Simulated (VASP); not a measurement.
Data:

```xyz
1
Lattice="-1.6490 1.6490 1.6490 1.6490 -1.6490 1.6490 1.6490 1.6490 -1.6490" Properties=species:S:1:pos:R:3 pbc="T T T"
Ta     0.0000     0.0000     0.0000
```

These are rev-vdW-DF2, VASP's PBE PAW potentials (set 64) (plane waves; VASP) values and carry that method's errors. Run with 520 eV cut-off, 15×15×15 Γ-centred mesh, first-order Methfessel-Paxton smearing of 0.10 eV, potentials Ta_pv.

Problem. Give the energy at these volumes per atom, relative to the lowest: 16.90, 17.44, 17.98, 18.52, 19.06 Å³.

Solution. 42.0, 9.2, 0.0, 11.7, 40.7 meV/atom. A third-order Birch-Murnaghan fit gives B0 = 205 GPa and B0′ = 4.0.

Measured: bulk modulus 198 GPa at 0 K (computed value off by +3.4 %), as given by H. Levämäki et al., Physical Review B (2014), arXiv:1402.3671 [corrected for temperature and zero-point phonon effects]; a 3.299 Å at 0 K (computed value off by -0.0 %), as given by Daniel Mejia-Rodriguez et al., Physical Review B (2018), arXiv:1807.09216 [static lattice: zero-point anharmonic expansion removed].

The compound is Ta in the bcc structure. It was relaxed first.
